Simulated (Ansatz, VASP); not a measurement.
**Cross-check of BaZrO3 between VASP and Ansatz**

One calculation is typed for both programs; each brings its own data sets. How far apart do they land? The cell is taken from a series of runs on this material, whose earlier steps may have relaxed, scaled, displaced or heated it; both programs get it as it stands.

Calculated with Ansatz 0.2.0; plane waves, with VASP 6.6.1 beside it; zone-centre phonons at PBE.

### 1. The structure

The structure is cubic, space group Pm-3m (No. 221). The conventional cell has a = 4.310 Å, b = 4.310 Å, c = 4.310 Å, α = 90.00°, β = 90.00°, γ = 90.00°. Nearest to O lie 2 Zr at 2.16 Å and 4 Ba at 3.05 Å. Nearest to Zr lie 6 O at 2.16 Å. Nearest to Ba lie 12 O at 3.05 Å. Farther neighbours and most contacts between anions are not listed.

### 2. Ansatz: zone-centre phonons, PBE

Ansatz runs on its PAW soft_1 files.

Second derivatives magnify differences that forces hide, and they need a tight electronic threshold.

input.yaml reads:

```yaml
crystal:
  lattice:
    - [4.3101130696, 0.0, 0.0]
    - [0.0, 4.3101130696, 0.0]
    - [0.0, 0.0, 4.3101130696]
  atoms:
    - { symbol: O, position: [0.0, 0.5, 0.5] }
    - { symbol: O, position: [0.5, 0.0, 0.5] }
    - { symbol: O, position: [0.5, 0.5, 0.0] }
    - { symbol: Zr, position: [0.5, 0.5, 0.5] }
    - { symbol: Ba, position: [0.0, 0.0, 0.0] }
kpoints:
  mp_grid: { grid: [8, 8, 8] }
hamiltonian:
  xc: pbe
  pseudopotentials: { kind: paw, azcp: { folder: soft_1 } }
scf:
  occupations: { method: fixed }
output:
  eigenvalues: true
phonons:
  method: dfpt
  dielectric: true
  rigid_motions: translations
```

Launch:

```bash
$ ansatz run input.yaml --threads 4 --pin off --max-ram 16384MiB --backend cpu --events-out ev --progress --plain --runs-dir out
```

Numbers of over 12 decimals in the logs are rounded to 6 here.

Log:

```text
Engine: ansatz 0.2.0, aarch64-unknown-linux-gnu
Pseudopotentials: kind: paw
Pseudopotential: O, paw, valence charge 6, recommended cutoff 420 eV (normal), soft_1/O.paw.azcp
Pseudopotential: Zr, paw, valence charge 12, recommended cutoff 420 eV (normal), soft_1/Zr.paw.azcp
Pseudopotential: Ba, paw, valence charge 10, recommended cutoff 420 eV (normal), soft_1/Ba.paw.azcp
Functional definition: PBE
  parameter kappa = 0.804
  parameter beta = 0.066725
  exchange = pbe_x(kappa = kappa, mu = beta*pi^2/3)
  correlation = pbe_c(beta = beta)
Crystal: 5 atoms, lattice volume = 80.069 Å³
Basis set: ecut = 420 eV, 1551 PW (Γ), exchange–correlation on 60×60×60 points (8 copies of the dense FFT grid, shifted against one another)
Bands: 25, of which v1, the nominal top of the filled ones, is band 20 counted from 1 (19 counted from 0)
Symmetry: 48 space group operations
k-points: 170 of 512 (irreducible under 2 space group operations, time reversal used)
Non-local potential: O, projectors of the file, l = 0: 2, l = 1: 2, l = 2: 1
Non-local potential: Zr, projectors of the file, l = 0: 3, l = 1: 2, l = 2: 2, l = 3: 1
Non-local potential: Ba, projectors of the file, l = 0: 3, l = 1: 2, l = 2: 2, l = 3: 2
PAW form: soft (Blöchl's): semilocal exchange-correlation on the pseudo side does not see the compensation charge
PAW one-centre angular grid: O, 110 points (default); XC on 64 Gauss nodes
PAW one-centre angular grid: Zr, 590 points (default); XC on 64 Gauss nodes
PAW one-centre angular grid: Ba, 194 points (default); XC on 64 Gauss nodes
Initial density: superposition of atomic densities (chi_scale 0.1, normalization cell, long waves kept (reshape's long-wave potential 0.00 eV rms))
Initial wavefunctions: pseudopotential atomic-orbital guess
Functional: x = pbe(κ = 0.804, μ = 0.219515), c = pbe(β = 0.066725)
SCF iter   1: F=—  HF=-11844.922268 eV  |F-HF|=—  |Δ(HF+E_count)|=         —  Δρ=5.28e-2  dr2=1.63e0  ethr=3.10e-3  ⟨swp⟩=5.2  Hψ=18158  notcnv=0  defer=361
preconditioner: auto → Resta (q_TF=auto, 2.430 Å⁻¹)  ε∞=4.8  [insulator: Δε(μ)=2.618 eV  Ē_g=11.596 eV  n_scr=18 (ndim 8)  ℏωp=22.7 eV  f_vac=0.000  ε∞_Penn≈4.8]
SCF iter   2: F=—  HF=-11844.771000 eV  |F-HF|=—  |Δ(HF+E_count)|=   1.51e-1  Δρ=2.28e-2  dr2=4.88e-1  ethr=3.10e-3  ⟨swp⟩=2.3  Hψ=7783  notcnv=0  defer=296
SCF iter   3: F=—  HF=-11844.763673 eV  |F-HF|=—  |Δ(HF+E_count)|=   7.33e-3  Δρ=1.35e-2  dr2=1.29e-1  ethr=1.22e-3  ⟨swp⟩=2.1  Hψ=6046  notcnv=0  defer=419
SCF iter   4: F=—  HF=-11844.774771 eV  |F-HF|=—  |Δ(HF+E_count)|=   1.11e-2  Δρ=2.14e-3  dr2=2.60e-3  ethr=3.23e-4  ⟨swp⟩=2.7  Hψ=7420  notcnv=0  defer=456
SCF iter   5: F=—  HF=-11844.778363 eV  |F-HF|=—  |Δ(HF+E_count)|=   3.59e-3  Δρ=3.59e-4  dr2=9.20e-5  ethr=6.51e-6  ⟨swp⟩=2.0  Hψ=6774  notcnv=0  defer=492
SCF iter   6: F=—  HF=-11844.778502 eV  |F-HF|=—  |Δ(HF+E_count)|=   1.39e-4  Δρ=9.01e-5  dr2=7.93e-6  ethr=2.30e-7  ⟨swp⟩=2.0  Hψ=7468  notcnv=0  defer=468
SCF iter   7: F=—  HF=-11844.778508 eV  |F-HF|=—  |Δ(HF+E_count)|=   6.07e-6  Δρ=2.25e-5  dr2=4.46e-7  ethr=1.98e-8  ⟨swp⟩=2.0  Hψ=6713  notcnv=0  defer=340
SCF iter   8: F=—  HF=-11844.778509 eV  |F-HF|=—  |Δ(HF+E_count)|=   9.09e-7  Δρ=3.41e-6  dr2=7.50e-9  ethr=1.11e-9  ⟨swp⟩=2.0  Hψ=6060  notcnv=0  defer=238
SCF iter   9: F=—  HF=-11844.778509 eV  |F-HF|=—  |Δ(HF+E_count)|=   7.29e-9  Δρ=8.59e-7  dr2=4.49e-10  ethr=1.88e-11  ⟨swp⟩=2.0  Hψ=7448  notcnv=0  defer=238
SCF iter  10: F=-11844.778509 eV  HF=-11844.778509 eV  |F-HF|=1.09e-11  |Δ(HF+E_count)|=  1.98e-10  Δρ=7.53e-8  dr2=2.75e-12  ethr=1.00e-12  ⟨swp⟩=12.9  Hψ=28715  notcnv=0
SCF 1 converged in 10 iterations: F = -11844.778509 eV  dr2 = 2.75e-12
  greatest PAW one-centre occupation: 0.997 electrons in one spin orbital (limit 2), on the Zr atom at site 3 (counted from 0), in its partial waves of l = 0
DFPT response loops at Γ: preconditioner auto → none (the input reference at scf.mixing.eps_inf says where Resta's filter doesn't serve); β = 0.50; Broyden in place of MSR1
SCF converged after 10 iterations
Free energy (F): -11844.778509 eV
Harris-Foulkes:  -11844.778509 eV  (|F-HF|=1.09e-11)
Internal energy: -11844.778509 eV  (E = F + TS)
E sigma→0 (E₀):  -11844.778509 eV
Fermi energy:    8.754126 eV
--- Per-component energies (eV) ---
  E_band       = -137.773117
  E_kinetic    = 976.234232
  E_local      = -2031.282127  (includes V_loc(G=0)·N_el)
  E_nonlocal   = 320.683125
  E_hartree    = 723.331179
  E_xc         = -569.290516
  E_vxc        = -586.908377  (∫ρ·V_xc dr)
  E_paw        = -8644.911635  (= ΣΔE_a)
  E_vpaw       = -263.164567  (= ΣTr[D̂ρ^β])
  E_aug_tail   = 0.002258  (compensation charges beyond the density's cutoff)
  E_ewald      = -2619.545025
  E_smearing   = -0.000000  (= −TS)
  E_closure    = 0.000000  (closes the sum)
  Σ components = -11844.778509   (vs F -11844.778509, Δ=0.00e0)
--- Band table (eV; the first three rows and the last of 170) ---
  k-point 0: bands = [... 16 lower, 7.8749, 8.4814, 8.4814, 8.4814, 11.7965, 11.7965, 11.7965, 13.3737, ... 1 higher]
  k-point 1: bands = [... 16 lower, 7.7818, 8.1212, 8.4255, 8.4255, 11.8368, 12.1069, 12.1069, 13.5871, ... 1 higher]
  k-point 2: bands = [... 16 lower, 7.5559, 7.5757, 8.3288, 8.3288, 11.9402, 12.8339, 12.8339, 14.1125, ... 1 higher]
  k-point 169: bands = [... 16 lower, 6.3225, 8.7541, 8.7541, 8.7541, 14.4923, 14.4923, 14.4923, 15.0519, ... 1 higher]
--- Phonons (Γ-DFPT): 4 representative perturbations + reference, on 170 of 512 k-points (Σ response iterations 12) ---
  k mesh reduced under 2 symmetry operations, with k and −k counted as one. Each operation leaves every solved perturbation unchanged. A smaller set is not considered because the run solves the response to a homogeneous field
  ASR residual: 1.597e-4 → 0.000e0 eV/Å²; symmetrization residual: 4.243e-6 eV/Å²
  ASR residual per site (eV/Å²): 7.85e-5 7.85e-5 7.85e-5 1.60e-4 1.93e-5
  Γ frequencies (cm⁻¹): 0.00 0.00 0.00 43.18 43.18 43.18 134.03 134.03 134.03 194.62 194.62 194.62 409.76 409.76 409.76
  ε∞ (high-frequency dielectric tensor):
        4.884265     0.000000     0.000000
        0.000000     4.884265    -0.000000
        0.000000     0.000000     4.884265
  ε⁰ (static dielectric tensor: ions relaxed, cell fixed):
      407.323923    -0.000000     0.000000
       -0.000000   407.323923    -0.000000
        0.000000    -0.000000   407.323923
  ε⁰ − ε∞ (ionic part):
      402.439658    -0.000000     0.000000
       -0.000000   402.439658    -0.000000
        0.000000    -0.000000   402.439658
  softest optical mode at Γ: 43.18 cm⁻¹; the repairs (sum rule, projections) moved no ω² at Γ by more than (1.55 cm⁻¹)²
  Born effective charges Z* (e; rows j = field, columns β = displacement):
    site 0:
        -4.89726    0.00000    0.00000
         0.00000   -1.97631    0.00000
         0.00000   -0.00000   -1.97631
    site 1:
        -1.97631   -0.00000    0.00000
        -0.00000   -4.89726   -0.00000
         0.00000   -0.00000   -1.97631
    site 2:
        -1.97631    0.00000    0.00000
        -0.00000   -1.97631    0.00000
         0.00000    0.00000   -4.89726
    site 3:
         6.13063   -0.00000    0.00000
        -0.00000    6.13063    0.00000
         0.00000    0.00000    6.13063
    site 4:
         2.71926   -0.00000    0.00000
        -0.00000    2.71926    0.00000
         0.00000    0.00000    2.71926
  Z* charge neutrality: 1.289e-5 e pre-enforcement
  k-mesh period / interband length: 34.5 Å / 1.63 Å = 21.14 at k = (0.0000, 0.0000, 0.0000), direct gap 3.315 eV — 14 or more, which is no proof of convergence
  optical modes at Γ without the LO–TO term, one row a degenerate level:
      ω (cm⁻¹)  modes    IR ((D/Å)²/amu)
[...]
optical modes at Γ + LO–TO along q̂ = [1.0000, 0.0000, 0.0000]:
      ω (cm⁻¹)  modes    IR ((D/Å)²/amu)
[...]
optical modes at Γ + LO–TO along q̂ = [0.0000, 1.0000, 0.0000]:
      ω (cm⁻¹)  modes    IR ((D/Å)²/amu)
[...]
595.09      1            52.9600
  optical modes at Γ + LO–TO along q̂ = [0.0000, 0.0000, 1.0000]:
      ω (cm⁻¹)  modes    IR ((D/Å)²/amu)
         43.18      2            51.3385
        100.06      1             0.0446
        134.03      2            46.4133
        194.62      3             0.0000
        363.67      1             3.5917
        409.76      2            15.4406
        595.09      1            52.9600
```

(Part 1 of 3 ends here.)

[Lines on the potential files, build, host, timing and source positions are cut from VASP's logs without a mark.]

[Logs are printed without paths, hosts, clocks, repeated set-up lines and the standing remarks that a program may print on its own settings, such as how far it seeks lower states.]

[Hosts, paths, dates, database ids (printed as entryN), source tags and the programs' standing remarks are cut or masked in the printed files.]
